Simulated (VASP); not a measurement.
Computed with PBE GGA, VASP's PBE PAW potentials (set 64) (plane waves; VASP 6.6.1).

The input files of a VASP run:

File KPOINTS:
```
Automatic
0
G
 4 4 3
0 0 0
```

**INCAR**
```
LASPH = .TRUE.   ! aspherical one-centre terms
LWAVE = .FALSE.
NELM = 100   ! most electronic steps
SIGMA = 0.1   ! width (eV)
LMAXMIX = 6   ! l cut-off of mixed one-centre charges
SYSTEM = Ta2As
ENCUT = 300   ! plane-wave cut-off (eV)
PREC = Accurate
GGA = PE
EDIFF = 1E-6   ! SCF stop (eV)
ALGO = Normal   ! blocked Davidson
LCHARG = .FALSE.
ISMEAR = 0
ISIF = 2   ! forces and stress, cell fixed
LREAL = .FALSE.   ! projection in real space or not
```

POSCAR:
```
Ta2As
1.0
  4.2440640000   0.0000000000   0.0000000000
 -2.1220320000   3.6754670000   0.0000000000
  0.0000000000   0.0000000000   5.2001440000
As Ta
2 4
Cart
 -0.0000021220   2.4503125585   1.3000360000
  2.1220341220   1.2251544415   3.9001080000
  0.0000000000   0.0000000000   0.0000000000
  0.0000000000   0.0000000000   2.6000720000
 -0.0000021220   2.4503125585   3.9001080000
  2.1220341220   1.2251544415   1.3000360000
```

POTCAR, in this order: As Ta_pv (PBE.64 set). Program: vasp_std.

Output of the run:

OSZICAR:
```
       N       E                     dE             d eps       ncg     rms          rms(c)
DAV:   1     0.403225524061E+03    0.40323E+03   -0.21811E+04   552   0.118E+03
DAV:   2    -0.346698235672E+02   -0.43790E+03   -0.43116E+03   592   0.386E+02
DAV:   3    -0.531348286557E+02   -0.18465E+02   -0.18271E+02   656   0.733E+01
DAV:   4    -0.534701089705E+02   -0.33528E+00   -0.33463E+00   600   0.908E+00
DAV:   5    -0.534794864760E+02   -0.93775E-02   -0.93715E-02   664   0.113E+00    0.444E+01
DAV:   6    -0.523958526353E+02    0.10836E+01   -0.15552E+00   632   0.825E+00    0.240E+01
DAV:   7    -0.520775854133E+02    0.31827E+00   -0.84217E-01   616   0.659E+00    0.166E+00
DAV:   8    -0.520664134619E+02    0.11172E-01   -0.61300E-02   600   0.146E+00    0.522E-01
DAV:   9    -0.520661095616E+02    0.30390E-03   -0.32450E-03   624   0.344E-01    0.216E-01
DAV:  10    -0.520660992500E+02    0.10312E-04   -0.52029E-04   640   0.171E-01    0.448E-02
DAV:  11    -0.520660977506E+02    0.14994E-05   -0.79426E-05   640   0.684E-02    0.174E-02
DAV:  12    -0.520660952283E+02    0.25223E-05   -0.76011E-06   552   0.217E-02    0.470E-03
DAV:  13    -0.520660947359E+02    0.49245E-06   -0.63425E-07   392   0.565E-03
   1 F= -.52066095E+02 E0= -.52057340E+02  d E =-.175094E-01
```

OUTCAR:
```
------------------------ aborting loop because EDIFF is reached ----------------------------------------
  FORCE on cell =-STRESS in cart. coord.  units (eV):
  Direction    XX          YY          ZZ          XY          YZ          ZX
  --------------------------------------------------------------------------------------
  Total       39.7964797     39.7964746     29.7043162      0.0000000      0.0000000     -0.0000000
  in kB      786.0413948    786.0412924    586.7057167      0.0000000      0.0000000     -0.0000000
  external PRESSURE =     719.5961346 kB  Pullay stress =       0.0000000 kB
  volume of cell :       81.12
      direct lattice vectors                 reciprocal lattice vectors
     4.244064000  0.000000000  0.000000000     0.235623214  0.136037135  0.000000000
    -2.122032000  3.675467000  0.000000000     0.000000000  0.272074270  0.000000000
     0.000000000  0.000000000  5.200144000     0.000000000  0.000000000  0.192302367
 POSITION                                       TOTAL-FORCE (eV/Angst)
 -----------------------------------------------------------------------------------
     -0.00000      2.45031      1.30004         0.000000      0.000000      0.000000
      2.12203      1.22515      3.90011        -0.000000     -0.000000      0.000000
      0.00000      0.00000      0.00000        -0.000000      0.000000      0.000000
      0.00000      0.00000      2.60007        -0.000000      0.000000      0.000000
     -0.00000      2.45031      3.90011        -0.000000      0.000000      0.000000
      2.12203      1.22515      1.30004         0.000000      0.000000      0.000000
 -----------------------------------------------------------------------------------
    total drift:                               -0.000135      0.000078      0.000021
  FREE ENERGIE OF THE ION-ELECTRON SYSTEM (eV)
  ---------------------------------------------------
  free  energy   TOTEN  =       -52.0660947359 eV

  energy  without entropy=      -52.0485853055  energy(sigma->0) =      -52.05734002
```
(Selected blocks of OUTCAR.)

At this cut-off the stress carries a Pulay error, which pulls relaxed volumes low.

The structure was generated: Ta2As was put into an ordered model structure, which need not be its known phase. The cell was not relaxed at this level. The k-mesh is coarse (spacing up to 0.43 per Å, 2π included), so the numbers may not be converged in it.
